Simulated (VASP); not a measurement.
A convergence study with VASP on Pd (fcc): one setting is varied, all else stays as given below, so the limit is that of these other settings. Each run relaxes cell and ions from the cell shown. The basis is that of the starting cell, so low cut-offs carry a Pulay error.

```
Pd
1.0
    0.00000     1.94500     1.94500
    1.94500     0.00000     1.94500
    1.94500     1.94500     0.00000
Pd
1
Direct
  0.00000   0.00000   0.00000
```

These are PBEsol GGA, VASP's PBE PAW potentials (set 64) (plane waves; VASP 6.6.1) values and carry that method's errors. The tightest run used: 700 eV cut-off, 14×14×14 Γ-centred mesh, first-order Methfessel-Paxton smearing of 0.10 eV, potentials Pd.

Task: The settings run are ENCUT = 200; ENCUT = 250; ENCUT = 300; ENCUT = 350; ENCUT = 400; ENCUT = 450; ENCUT = 500; ENCUT = 550; ENCUT = 600; ENCUT = 650; ENCUT = 700. From which on does the relaxed volume stay within 0.05 Å³/atom of the tightest run?

Result: From ENCUT = 400 on: it is off by 0.029 there and by no more than 0.05 in any finer run, while ENCUT = 350 is off by 0.073.
| setting | relaxed volume (Å³/atom) | E (eV/atom) | plane waves | difference judged (Å³/atom) |
|---|---|---|---|---|
| ENCUT = 200 | 12.957 | -6.1682 | 113 | 1.582 |
| ENCUT = 250 | 14.332 | -5.9539 | 140 | 0.207 |
| ENCUT = 300 | 14.515 | -5.9560 | 190 | 0.024 |
| ENCUT = 350 | 14.466 | -5.9510 | 229 | 0.073 |
| ENCUT = 400 | 14.510 | -5.9487 | 283 | 0.029 |
| ENCUT = 450 | 14.540 | -5.9481 | 332 | 0.001 |
| ENCUT = 500 | 14.536 | -5.9482 | 388 | 0.003 |
| ENCUT = 550 | 14.529 | -5.9485 | 444 | 0.010 |
| ENCUT = 600 | 14.532 | -5.9487 | 531 | 0.007 |
| ENCUT = 650 | 14.537 | -5.9487 | 568 | 0.002 |
| ENCUT = 700 | 14.539 | -5.9487 | 636 | 0.000 |

Left out are rungs that failed or repeat a setting and relaxations that didn't move; long series are thinned to 24 rows.

The compound is Pd in the fcc structure.
